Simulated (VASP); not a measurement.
Calculation: PBEsol GGA, VASP's PBE PAW potentials (set 64) (plane waves; VASP).

VASP ran on this input.

**POSCAR**
```
SnO
1
    3.8137000000     0.0000000000     0.0000000000
    0.0000000000     3.8137000000     0.0000000000
    0.0000000000     0.0000000000     4.8869100000
Sn O
2 2
Direct
  0.0149410000   0.4937230000   0.2193100000
  0.4967360000  -0.0255900000   0.7659490000
  0.4946390000   0.5243930000   0.0111010000
 -0.0063170000   0.0074740000   0.0036400000
```

INCAR:
```
# general
SYSTEM   =  SnO
PREC     =  Accurate
ENCUT    =  400
LREAL    =  .False.
LASPH    =  .True.

# electronic loop
EDIFF    =  1E-6
NELM     =  100
ALGO     =  Normal
LMAXMIX  =  4

# smearing
ISMEAR   =  -1
SIGMA    =  0.01

# functional
GGA      =  PS

# ions
ISIF     =  2

# output
LWAVE    =  .False.
LCHARG   =  .False.
```

### KPOINTS
```
K-points
0
gamma
  6 6 5
0 0 0
```

POTCAR, in this order: Sn_d O (PBE.64 set). Program: vasp_std.

### Question
Estimate the energy per atom (σ→0), largest force.

### Answer

```json
{
  "energy per atom (σ→0)": "-6.014 eV/atom",
  "largest_force": "1.745 eV/Å"
}
```

### OSZICAR
```
...
DAV:   9    -0.240553117749E+02    0.25744E-01   -0.18128E-01  6896   0.451E+00    0.236E-01
DAV:  10    -0.240566940644E+02   -0.13823E-02   -0.13446E-02  5576   0.116E+00    0.114E-01
DAV:  11    -0.240565243427E+02    0.16972E-03   -0.17300E-03  7304   0.441E-01    0.250E-02
DAV:  12    -0.240565606688E+02   -0.36326E-04   -0.37588E-04  6200   0.149E-01    0.348E-02
DAV:  13    -0.240565467609E+02    0.13908E-04   -0.68303E-05  7080   0.860E-02    0.990E-03
DAV:  14    -0.240565460258E+02    0.73504E-06   -0.11130E-05  5392   0.256E-02    0.151E-03
DAV:  15    -0.240565462033E+02   -0.17747E-06   -0.11238E-06  2960   0.179E-02
   1 F= -.24056546E+02 E0= -.24056546E+02  d E =-.190394E-10
```

The structure comes from a computed database's SnO entry; how it stands against other phases isn't given here. The cell was not relaxed at this level, atoms are displaced from their ideal sites. The run is one of a series of settings (GGA = PS against the base run), some of them coarse on purpose.
